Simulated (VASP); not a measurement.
LaNi$_{2}$GeP (space group I4mm): computed properties

The numbers are results of PBEsol GGA, VASP's PBE PAW potentials (set 64) (plane waves; VASP), not measurements.

For LaNi$_{2}$GeP, the space group comes out as I4mm (107), the cell is a = 4.044 Å, b = 4.044 Å, c = 9.678 Å, α = 90.00°, β = 90.00°, γ = 90.00° and the volume per atom is 15.82 Å³/atom. The band gap (over mesh and band path) is none (metal, semimetal or under 0.01 eV) and the density is 7.55 g/cm³.

```cif
data_Ge2La2Ni4P2
_chemical_formula_sum 'La2 Ni4 Ge2 P2'
_space_group_name_H-M_alt 'I4mm'
_space_group_IT_number 107
_space_group_name_Hall 'I 4 -2'
_cell_length_a 4.04353
_cell_length_b 4.04353
_cell_length_c 9.67750
_cell_angle_alpha 90.000
_cell_angle_beta 90.000
_cell_angle_gamma 90.000
loop_
_atom_site_label
_atom_site_type_symbol
_atom_site_symmetry_multiplicity
_atom_site_Wyckoff_symbol
_atom_site_fract_x
_atom_site_fract_y
_atom_site_fract_z
_atom_site_occupancy
La1 La 2 a 0.00000 0.00000 0.00330 1
Ni1 Ni 4 b 0.00000 0.50000 0.24428 1
Ge1 Ge 2 a 0.00000 0.00000 0.37125 1
P1 P 2 a 0.00000 0.00000 0.63689 1
```
(The calculation used a cell of 5 atoms; values per cell refer to that cell.)

The structure comes from a computed database's LaNi2GeP entry (I4mm); how it stands against other phases isn't given here. It was relaxed first. Symmetry was kept, so distortions that lower it aren't found. The run is not spin-polarised, so no magnetic state was tried.
